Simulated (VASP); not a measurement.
All values below come from LDA (Ceperley-Alder, Perdew-Zunger), VASP's LDA PAW potentials (set 64) (plane waves; VASP).

Input for VASP

### INCAR
```
! general
SYSTEM =InGaN2
PREC   =Accurate
ENCUT  =520
LREAL  =.False.
LASPH  =.True.

! electronic loop
EDIFF  =1E-6   ! SCF stop (eV)
NELM   =100   ! most electronic steps
ALGO   =Normal   ! blocked Davidson
LMAXMIX=4   ! l cut-off of mixed one-centre charges

! smearing
ISMEAR =0   ! Gaussian
SIGMA  =0.05   ! width (eV)

! ions
IBRION =2
NSW    =60
ISIF   =3   ! ions, shape and volume
EDIFFG =-0.02

! output
LWAVE  =.False.
LCHARG =.False.
```

KPOINTS:
```
Automatic mesh
0
Gamma
7 7 4
0 0 0
```

### POSCAR
```
InGaN2
1
    3.3264675398    -0.0000000000    -0.0000000000
   -1.6632337699     2.8808049311     0.0000000000
    0.0000000000    -0.0000000000     5.4497931821
In Ga N
1 1 2
Direct
  0.0000000000   0.0000000000   0.9969706929
  0.6666670000   0.3333330000   0.4963219955
  0.6666670000   0.3333330000   0.1458209166
  0.0000000000   0.0000000000   0.6024863950
```

POTCAR, in this order: In_d Ga_d N (LDA.64 set). Program: vasp_std.

The run wrote:

File OSZICAR:
```
       N       E                     dE             d eps       ncg     rms          rms(c)
DAV:   1     0.321178289622E+03    0.32118E+03   -0.18178E+04  1252   0.267E+03
DAV:   2     0.147606185820E+02   -0.30642E+03   -0.29892E+03  1316   0.527E+02
DAV:   3    -0.284188055863E+02   -0.43179E+02   -0.42588E+02  1484   0.180E+02
DAV:   4    -0.303614738598E+02   -0.19427E+01   -0.19347E+01  1616   0.389E+01
DAV:   5    -0.304111163515E+02   -0.49642E-01   -0.49616E-01  1632   0.601E+00    0.134E+01
DAV:   6    -0.260266107056E+02    0.43845E+01   -0.18334E+01  2342   0.624E+01    0.929E+00
DAV:   7    -0.260810179292E+02   -0.54407E-01   -0.17576E+00  1316   0.108E+01    0.301E+00
DAV:   8    -0.260309541622E+02    0.50064E-01   -0.15811E-01  2056   0.460E+00    0.146E+00
DAV:   9    -0.260113561488E+02    0.19598E-01   -0.30497E-02  2000   0.270E+00    0.359E-01
DAV:  10    -0.260107402618E+02    0.61589E-03   -0.30899E-03  1676   0.605E-01    0.205E-01
DAV:  11    -0.260107346996E+02    0.55622E-05   -0.14305E-03  1950   0.357E-01    0.743E-02
DAV:  12    -0.260107064195E+02    0.28280E-04   -0.19757E-04  2008   0.174E-01    0.199E-02
DAV:  13    -0.260107065072E+02   -0.87723E-07   -0.27132E-05  1510   0.473E-02    0.953E-03
DAV:  14    -0.260107067221E+02   -0.21484E-06   -0.32835E-06  1294   0.176E-02
   1 F= -.26010707E+02 E0= -.26010707E+02  d E =-.260107E+02
       N       E                     dE             d eps       ncg     rms          rms(c)
DAV:   1    -0.260114386262E+02   -0.73212E-03   -0.49344E-02  1580   0.283E+00    0.212E-01
DAV:   2    -0.260110142011E+02    0.42443E-03   -0.31531E-03  1684   0.105E+00    0.793E-02
DAV:   3    -0.260108704439E+02    0.14376E-03   -0.43534E-04  1888   0.385E-01    0.426E-02
DAV:   4    -0.260108477555E+02    0.22688E-04   -0.74735E-05  1986   0.132E-01    0.174E-02
DAV:   5    -0.260108475093E+02    0.24620E-06   -0.15044E-05  1658   0.384E-02    0.746E-03
DAV:   6    -0.260108474875E+02    0.21764E-07   -0.71956E-07   856   0.955E-03
   2 F= -.26010847E+02 E0= -.26010847E+02  d E =-.140765E-03
       N       E                     dE             d eps       ncg     rms          rms(c)
DAV:   1    -0.260108517498E+02   -0.42405E-05   -0.27822E-04  1602   0.213E-01    0.159E-02
DAV:   2    -0.260108494438E+02    0.23061E-05   -0.18021E-05  1680   0.777E-02    0.602E-03
DAV:   3    -0.260108485999E+02    0.84388E-06   -0.16955E-06   730   0.283E-02
   3 F= -.26010849E+02 E0= -.26010849E+02  d E =-.141878E-03
```

### OUTCAR
```
------------------------ aborting loop because EDIFF is reached ----------------------------------------
  FORCE on cell =-STRESS in cart. coord.  units (eV):
  Direction    XX          YY          ZZ          XY          YZ          ZX
  --------------------------------------------------------------------------------------
  Total       -0.0147965     -0.0147965     -0.0052031      0.0000000      0.0000000      0.0000000
  in kB       -0.4534007     -0.4534005     -0.1594359      0.0000000      0.0000000      0.0000000
  external PRESSURE =      -0.3554124 kB  Pullay stress =       0.0000000 kB
  volume of cell :       52.29
      direct lattice vectors                 reciprocal lattice vectors
     3.326467989 -0.000000000  0.000000000     0.300619156  0.173562579  0.000000000
    -1.663233995  2.880805320  0.000000000     0.000000000  0.347125157  0.000000000
     0.000000000  0.000000000  5.456199235    -0.000000000 -0.000000000  0.183277765
 POSITION                                       TOTAL-FORCE (eV/Angst)
 -----------------------------------------------------------------------------------
      0.00000      0.00000      5.44046        -0.000000      0.000000     -0.015146
      1.66324      0.96027      2.70586         0.000000     -0.000000     -0.005597
      1.66324      0.96027      0.79685        -0.000000     -0.000000      0.005849
     -0.00000      0.00000      3.28744        -0.000000     -0.000000      0.014894
 -----------------------------------------------------------------------------------
    total drift:                               -0.001515      0.000869      0.002313
  FREE ENERGIE OF THE ION-ELECTRON SYSTEM (eV)
  ---------------------------------------------------
  free  energy   TOTEN  =       -26.0108485999 eV

  energy  without entropy=      -26.0108485999  energy(sigma->0) =      -26.01084860

 reached required accuracy - stopping structural energy minimisation
```
(Selected blocks of OUTCAR.)

**CONTCAR**
```
InGaN2
   1.00000000000000
     3.3264679890979507   -0.0000000000000000    0.0000000000000000
    -1.6632339945489754    2.8808053202032520    0.0000000000000000
     0.0000000000000000    0.0000000000000000    5.4561992354168165
  In              Ga              N
     1     1     2
Direct
     0.0000000000000000    0.0000000000000000    0.9971156582238161
     0.6666669999999968    0.3333330000000032    0.4959244871763241
     0.6666669999999968    0.3333330000000032    0.1460448233587457
     0.0000000000000000    0.0000000000000000    0.6025150312411123
```

The structure comes from a computed database's InGaN2 entry (P3m1); how it stands against other phases isn't given here. This run relaxes it. Symmetry was kept, so distortions that lower it aren't found. The start is the result of an earlier pass.
